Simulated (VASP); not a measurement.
Input for VASP

**POSCAR**
```
SrTe
1
    0.0000000000     3.3163096635     3.3163096635
    3.3163096635     0.0000000000     3.3163096635
    3.3163096635     3.3163096635     0.0000000000
Sr Te
1 1
Direct
  0.0000000000   0.0000000000   0.0000000000
  0.5000000000   0.5000000000   0.5000000000
```

KPOINTS:
```
Automatic
0
G
8 8 8
```

INCAR:
```
SYSTEM = SrTe
PREC = Accurate
ENCUT = 520
EDIFF = 1E-7
NELM = 100
ALGO = Normal
LREAL = .FALSE.
LASPH = .TRUE.
ISMEAR = -5
GGA = PE
IVDW = 13
LMAXMIX = 4
LWAVE = .FALSE.
LCHARG = .TRUE.
LORBIT = 11
NEDOS = 601
ISIF = 2
```

POTCAR, in this order: Sr_sv Te (PBE.64 set). Program: vasp_std.

Task: Write an equivalent input for Ansatz.

Result: One equivalent input (not run):
Ansatz 0.2 input:
```yaml
crystal:
  lattice:
    - [0.0000000, 3.3163097, 3.3163097]
    - [3.3163097, 0.0000000, 3.3163097]
    - [3.3163097, 3.3163097, 0.0000000]
  atoms:
    - { symbol: Sr, position: [0.0000000, 0.0000000, 0.0000000] }
    - { symbol: Te, position: [0.5000000, 0.5000000, 0.5000000] }
kpoints:
  mp_grid: { grid: [8, 8, 8] }
hamiltonian:
  xc: pbe
  dispersion: d4
  pseudopotentials: { kind: paw }
scf:
  occupations: { method: tetrahedron }
  max_iter: 100
output: { forces: true, stress: true, eigenvalues: true }
```
What does not carry over: each code has its own PAW files, so the cut-off isn't converted (ENCUT is set for VASP's; basis.ecutwfc is left out, and Ansatz then takes the one that its files recommend); Ansatz stops its SCF on the density residual and VASP on the energy change (EDIFF).

The compound is SrTe in the rock salt structure. It was relaxed first.
